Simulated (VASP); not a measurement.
ZnCd3Se3S:

```
CELL_PARAMETERS angstrom
4.17000 2.40755 3.40667
-4.17000 2.40755 3.40667
0.00000 -4.81510 3.40667
ATOMIC_POSITIONS crystal
Zn 0.00000 0.00000 0.00000
Cd 0.50000 0.00001 0.50000
Cd 0.00001 0.50000 0.50000
Cd 0.50000 0.50000 0.00001
Se 0.25000 0.75001 0.25000
Se 0.75001 0.25000 0.25000
Se 0.25000 0.25000 0.75001
S 0.75000 0.75000 0.75000
```

The cell was built by a generator and needn't be a form met in nature.

```yaml
Program: VASP 6.6.1
Task: relaxation of cell and atoms
Functional: PBE
Potentials_or_basis: VASP PAW PBE potentials, release 64 (Zn, Cd, Se, S)
Cutoff: 520 eV
k_mesh: 3 × 3 × 3
Occupations: gaussian, width 0.15 eV
Spin: no spin polarisation
```

At the start: pressure 4.4 GPa; volume 25.65 Å³/atom.

**Question.** How do energy, volume and symmetry change on relaxing?

**Answer.** Over 8 steps the energy falls by 63.7 meV/atom and the volume is 27.31 Å³/atom (+6.5 %); space group R3m (No. 160, to 0.05 Å).

The path:
```csv
step,energy change (eV),largest force (eV/Å),pressure (GPa),volume (Å³)
1,0.0000,1.1808,4.37,205.21
2,-0.3679,0.4959,-1.51,226.69
3,-0.3721,0.5445,-0.99,224.34
4,-0.4572,0.4358,-0.54,221.40
5,-0.5051,0.2059,0.03,217.44
6,-0.5052,0.1826,0.29,217.12
7,-0.5053,0.2035,0.23,217.27
8,-0.5097,0.0564,-0.09,218.46
```

Final structure:
```cif
data_structure
_symmetry_space_group_name_H-M 'P 1'
_symmetry_Int_Tables_number 1
_cell_length_a 6.0227
_cell_length_b 6.0227
_cell_length_c 6.0227
_cell_angle_alpha 90.144
_cell_angle_beta 90.144
_cell_angle_gamma 90.144
_cell_volume 218.46
loop_
_atom_site_label
_atom_site_type_symbol
_atom_site_fract_x
_atom_site_fract_y
_atom_site_fract_z
_atom_site_occupancy
Zn1 Zn 0.99426 0.99426 0.99426 1
Cd1 Cd 0.50640 0.99348 0.50640 1
Cd2 Cd 0.99348 0.50640 0.50640 1
Cd3 Cd 0.50640 0.50640 0.99348 1
Se1 Se 0.23729 0.76245 0.23729 1
Se2 Se 0.76245 0.23729 0.23729 1
Se3 Se 0.23729 0.23729 0.76245 1
S1 S 0.76247 0.76247 0.76247 1
```
